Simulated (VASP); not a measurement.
Computed with revTPSS meta-GGA, VASP's PBE PAW potentials (set 64) (plane waves; VASP).

A VASP calculation is set up with these files.

### POSCAR
```
MnF2
1
    4.8179024691     0.0000000000     0.0000000000
    0.0000000000     4.8179024691     0.0000000000
    0.0000000000     0.0000000000     3.2694891934
Mn F
2 4
Direct
  0.0000000000   0.0000000000   0.0000000000
  0.5000000000   0.5000000000   0.5000000000
  0.3040894187   0.3040894187   0.0000000000
  0.8040894187   0.1959105813   0.5000000000
  0.1959105813   0.8040894187   0.5000000000
  0.6959105813   0.6959105813   0.0000000000
```

**INCAR**
```
ALGO = Normal
EDIFF = 1E-7
EDIFFG = -0.01
ENCUT = 520
IBRION = 2
ISIF = 4
ISMEAR = 0
ISPIN = 2
LASPH = .TRUE.
LCHARG = .FALSE.
LMAXMIX = 4
LMIXTAU = .TRUE.
LORBIT = 10
LREAL = .FALSE.
LWAVE = .FALSE.
MAGMOM = 4.6 -4.6 -0.0 0.0 0.0 -0.0
METAGGA = RTPSS
NELM = 100
NSW = 30
PREC = Accurate
SIGMA = 0.05
SYSTEM = MnF2
```

**KPOINTS**
```
Automatic mesh
0
Gamma
5 5 7
0 0 0
```

POTCAR, in this order: Mn_pv F (PBE.64 set). Program: vasp_std.

Output of the run:

File OSZICAR:
```
       N       E                     dE             d eps       ncg     rms          rms(c)
DAV:   1     0.748874020599E+03    0.74887E+03   -0.32204E+04  3104   0.201E+03
DAV:   2     0.514087256277E+02   -0.69747E+03   -0.67501E+03  3392   0.585E+02
DAV:   3    -0.290886071635E+02   -0.80497E+02   -0.79722E+02  3784   0.215E+02
DAV:   4    -0.313362445808E+02   -0.22476E+01   -0.22424E+01  3568   0.359E+01
DAV:   5    -0.313742382174E+02   -0.37994E-01   -0.37989E-01  3480   0.502E+00    0.214E+01
DAV:   6    -0.411081965412E+02   -0.97340E+01   -0.22212E+02  3072   0.181E+02    0.153E+01
DAV:   7    -0.420663471304E+02   -0.95815E+00   -0.86727E+00  3680   0.278E+01    0.970E+00
DAV:   8    -0.438015010278E+02   -0.17352E+01   -0.12376E+01  3432   0.228E+01    0.789E+00
DAV:   9    -0.419136386432E+02    0.18879E+01   -0.32570E+00  3288   0.165E+01    0.489E+00
DAV:  10    -0.419386776973E+02   -0.25039E-01   -0.55404E-01  3400   0.670E+00    0.159E+00
DAV:  11    -0.419504696689E+02   -0.11792E-01   -0.87576E-02  3368   0.215E+00    0.472E-01
DAV:  12    -0.419567504624E+02   -0.62808E-02   -0.77448E-03  3472   0.722E-01    0.191E-01
DAV:  13    -0.419572157601E+02   -0.46530E-03   -0.36707E-03  3416   0.432E-01    0.943E-02
DAV:  14    -0.419575969179E+02   -0.38116E-03   -0.69313E-04  3232   0.247E-01    0.114E-01
DAV:  15    -0.419576482105E+02   -0.51293E-04   -0.12303E-04  3632   0.107E-01    0.386E-02
DAV:  16    -0.419576668840E+02   -0.18673E-04   -0.13490E-04  3544   0.888E-02    0.217E-02
DAV:  17    -0.419576636510E+02    0.32330E-05   -0.77855E-06  3272   0.277E-02    0.144E-02
DAV:  18    -0.419576615370E+02    0.21140E-05   -0.10831E-05  3168   0.238E-02    0.700E-03
DAV:  19    -0.419576628026E+02   -0.12656E-05   -0.27036E-06  3312   0.124E-02    0.374E-03
DAV:  20    -0.419576635854E+02   -0.78278E-06   -0.48346E-07  3280   0.570E-03    0.139E-03
DAV:  21    -0.419576634967E+02    0.88638E-07   -0.32248E-08  1816   0.172E-03
   1 F= -.41957663E+02 E0= -.41957663E+02  d E =-.419577E+02  mag=    -0.0000
       N       E                     dE             d eps       ncg     rms          rms(c)
DAV:   1    -0.419573400621E+02    0.32352E-03   -0.21004E-01  3072   0.344E+00    0.241E-01
DAV:   2    -0.419580686717E+02   -0.72861E-03   -0.86839E-03  3664   0.730E-01    0.147E-01
DAV:   3    -0.419581731449E+02   -0.10447E-03   -0.44858E-04  3864   0.203E-01    0.782E-02
DAV:   4    -0.419581634280E+02    0.97170E-05   -0.14963E-04  3656   0.122E-01    0.269E-02
DAV:   5    -0.419581706958E+02   -0.72678E-05   -0.23471E-05  3248   0.391E-02    0.141E-02
DAV:   6    -0.419581704311E+02    0.26465E-06   -0.37678E-06  3232   0.169E-02    0.746E-03
DAV:   7    -0.419581708344E+02   -0.40327E-06   -0.13261E-06  3224   0.969E-03    0.217E-03
DAV:   8    -0.419581708918E+02   -0.57435E-07   -0.34673E-07  2760   0.504E-03
   2 F= -.41958171E+02 E0= -.41958171E+02  d E =-.507395E-03  mag=    -0.0000
       N       E                     dE             d eps       ncg     rms          rms(c)
DAV:   1    -0.419579656423E+02    0.20519E-03   -0.86408E-02  3072   0.221E+00    0.155E-01
DAV:   2    -0.419582633994E+02   -0.29776E-03   -0.35679E-03  3664   0.468E-01    0.942E-02
DAV:   3    -0.419583066981E+02   -0.43299E-04   -0.18552E-04  3880   0.130E-01    0.501E-02
DAV:   4    -0.419583025994E+02    0.40987E-05   -0.61976E-05  3664   0.783E-02    0.173E-02
DAV:   5    -0.419583056587E+02   -0.30592E-05   -0.97892E-06  3240   0.253E-02    0.910E-03
DAV:   6    -0.419583056328E+02    0.25901E-07   -0.15660E-06  3232   0.109E-02    0.478E-03
DAV:   7    -0.419583057921E+02   -0.15934E-06   -0.54296E-07  2816   0.622E-03    0.139E-03
DAV:   8    -0.419583058377E+02   -0.45568E-07   -0.14137E-07  2328   0.321E-03
   3 F= -.41958306E+02 E0= -.41958306E+02  d E =-.642341E-03  mag=    -0.0000
```

File OUTCAR:
```
------------------------ aborting loop because EDIFF is reached ----------------------------------------
  FORCE on cell =-STRESS in cart. coord.  units (eV):
  Direction    XX          YY          ZZ          XY          YZ          ZX
  --------------------------------------------------------------------------------------
  Total        1.5213056      1.5213056      1.5375985     -0.0000000      0.0000000      0.0000000
  in kB       32.1167165     32.1167165     32.4606792     -0.0000000      0.0000000      0.0000000
  external PRESSURE =      32.2313708 kB  Pullay stress =       0.0000000 kB
  volume of cell :       75.89
      direct lattice vectors                 reciprocal lattice vectors
     4.813157350  0.000000000  0.000000000     0.207763829 -0.000000000  0.000000000
     0.000000000  4.813157350  0.000000000    -0.000000000  0.207763829  0.000000000
     0.000000000  0.000000000  3.275938915     0.000000000  0.000000000  0.305255997
 POSITION                                       TOTAL-FORCE (eV/Angst)
 -----------------------------------------------------------------------------------
      0.00000      0.00000      0.00000         0.000000     -0.000000      0.000000
      2.40658      2.40658      1.63797        -0.000000     -0.000000      0.000000
      1.46101      1.46101      0.00000        -0.003012     -0.003012      0.000000
      3.86758      0.94557      1.63797        -0.003012      0.003012     -0.000000
      0.94557      3.86758      1.63797         0.003012     -0.003012      0.000000
      3.35215      3.35215      0.00000         0.003012      0.003012     -0.000000
 -----------------------------------------------------------------------------------
    total drift:                                0.000000      0.000000      0.000000
  FREE ENERGIE OF THE ION-ELECTRON SYSTEM (eV)
  ---------------------------------------------------
  free  energy   TOTEN  =       -41.9583058377 eV

  energy  without entropy=      -41.9583058377  energy(sigma->0) =      -41.95830584

 total charge

# of ion       s       p       d       tot
------------------------------------------
    1        0.166   6.155   5.013  11.335
    2        0.166   6.155   5.013  11.335
    3        1.698   4.355   0.000   6.053
    4        1.698   4.355   0.000   6.053
    5        1.698   4.355   0.000   6.053
    6        1.698   4.355   0.000   6.053
--------------------------------------------------
tot          7.125  29.731  10.026  46.882

 magnetization (x)

# of ion       s       p       d       tot
------------------------------------------
    1        0.010   0.016   4.551   4.577
    2       -0.010  -0.016  -4.551  -4.577
    3       -0.002  -0.024   0.000  -0.026
    4        0.002   0.024   0.000   0.026
    5        0.002   0.024   0.000   0.026
    6       -0.002  -0.024   0.000  -0.026
--------------------------------------------------
tot          0.000   0.000   0.000   0.000

 reached required accuracy - stopping structural energy minimisation
```
(Selected blocks of OUTCAR.)

### CONTCAR
```
MnF2
   1.00000000000000
     4.8131573500613198    0.0000000000000000    0.0000000000000000
     0.0000000000000000    4.8131573500613198    0.0000000000000000
     0.0000000000000000    0.0000000000000000    3.2759389151498541
  Mn              F
     2     4
Direct
     0.0000000000000000    0.0000000000000000    0.0000000000000000
     0.5000000000000000    0.5000000000000000    0.5000000000000000
     0.3035440298626674    0.3035440298626674    0.0000000000000000
     0.8035440298626674    0.1964559701373326    0.5000000000000000
     0.1964559701373326    0.8035440298626674    0.5000000000000000
     0.6964559701373326    0.6964559701373326    0.0000000000000000
```

The compound is MnF2 in the rutile structure. This cell is one point of a volume scan, at 0.97 of the reference volume. Symmetry was kept, so distortions that lower it aren't found.
